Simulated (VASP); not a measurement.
Given:

```
P
1.0
    0.00000     1.93988     1.93988
    1.93988     0.00000     1.93988
    1.93988     1.93988     0.00000
P
1
Cartesian
  0.00000   0.00000   0.00000
```

Calculation: PBEsol GGA, VASP's PBE PAW potentials (set 64) (plane waves; VASP 6.6.1). Run with 400 eV cut-off, 11×11×11 Γ-centred mesh, Gaussian smearing of 0.050 eV, potentials P.

Energy and stress use the plane-wave basis of the starting cell.

Question: The ions, cell shape and volume are relaxed. What does this cell relax into?

Answer: 
```
P
1.0
    0.00000     1.91478     1.91478
    1.91478     0.00000     1.91478
    1.91478     1.91478     0.00000
P
1
Direct
  0.00000   0.00000   0.00000
```
Space group Fm-3m (225), at a tolerance of 0.03 Å.

Question: How do energy and volume change from the first to the last step?

Answer: The energy (σ→0) changes by -6.8 meV/atom and the volume by -3.8 %, in 3 ionic steps.

```tsv
step	E(σ→0) (eV)	max force (eV/Å)	pressure (GPa)	volume (Å³)
1	-5.0309	0.000	-3.72	14.60
2	-5.0370	0.000	1.14	13.90
3	-5.0377	0.000	0.04	14.04
```

The structure was generated: P was put into the fcc type (Fm-3m), which need not be its known phase. This run relaxes it. Symmetry was kept, so distortions that lower it aren't found.
